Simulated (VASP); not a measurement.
VASP ran on this input.

File KPOINTS:
```
Automatic
0
G
 16 16 16
```

File POSCAR:
```
W
1
   -1.5697928184     1.5697928184     1.5697928184
    1.5697928184    -1.5697928184     1.5697928184
    1.5697928184     1.5697928184    -1.5697928184
W
1
Direct
  0.0000000000   1.0000000000   0.0000000000
```

### INCAR
```
SYSTEM = W
PREC = Accurate
ENCUT = 480
EDIFF = 1E-7
NELM = 100
ALGO = Normal
LREAL = .FALSE.
LASPH = .TRUE.
ISMEAR = 1
SIGMA = 0.1
GGA = PS
LMAXMIX = 6
LWAVE = .FALSE.
LCHARG = .FALSE.
ISIF = 3
IBRION = 2
NSW = 40
EDIFFG = -0.01
PSTRESS = 50
```

POTCAR, in this order: W_sv (PBE.64 set). Program: vasp_std.

Question: Translate this PBEsol calculation to Ansatz.

Answer: One equivalent input (not run):
Ansatz 0.2 input:
```yaml
crystal:
  lattice:
    - [-1.5697928, 1.5697928, 1.5697928]
    - [1.5697928, -1.5697928, 1.5697928]
    - [1.5697928, 1.5697928, -1.5697928]
  atoms:
    - { symbol: W, position: [0.0000000, 1.0000000, 0.0000000] }
kpoints:
  mp_grid: { grid: [16, 16, 16] }
hamiltonian:
  xc: pbesol
  pseudopotentials: { kind: paw }
scf:
  occupations: { method: methfessel_paxton, width: 0.1 }
  max_iter: 100
relax:
  max_steps: 40
  f_tol: 0.01
  cell: { p_target: 5 }
output: { forces: true, stress: true, eigenvalues: true }
```
What does not carry over: each code has its own PAW files, so the cut-off isn't converted (ENCUT is set for VASP's; basis.ecutwfc is left out, and Ansatz then takes the one that its files recommend); Ansatz stops its SCF on the density residual and VASP on the energy change (EDIFF).

The compound is W in the bcc structure. It was relaxed first under an external pressure of 5 GPa.
